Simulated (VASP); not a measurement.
Here is the system:

```
CELL_PARAMETERS angstrom
     -1.62456     1.62456     1.62456
      1.62456    -1.62456     1.62456
      1.62456     1.62456    -1.62456
ATOMIC_POSITIONS crystal
  Nb 0.00000 0.00000 0.00000
```

The numbers are results of PBE GGA, VASP's PBE PAW potentials (set 64) (plane waves; VASP), not measurements. Settings: 500 eV cut-off, 16×16×16 Γ-centred mesh, first-order Methfessel-Paxton smearing of 0.10 eV, potentials Nb_sv.

Energy and stress use the plane-wave basis of the starting cell.

The ions, cell shape and volume at an external pressure of 20.0 GPa are relaxed. What does this cell relax into?

```
CELL_PARAMETERS angstrom
     -1.60127     1.60127     1.60127
      1.60127    -1.60127     1.60127
      1.60127     1.60127    -1.60127
ATOMIC_POSITIONS crystal
  Nb 0.00000 0.00000 0.00000
```
Space group Im-3m (229), at a tolerance of 0.03 Å.

How do energy and volume change from the first to the last step?

The energy (σ→0) changes by +66.7 meV/atom and the volume by -4.2 %, in 4 ionic steps.

The compound is Nb in the bcc structure. This run relaxes it under an external pressure of 20 GPa. Symmetry was kept, so distortions that lower it aren't found.
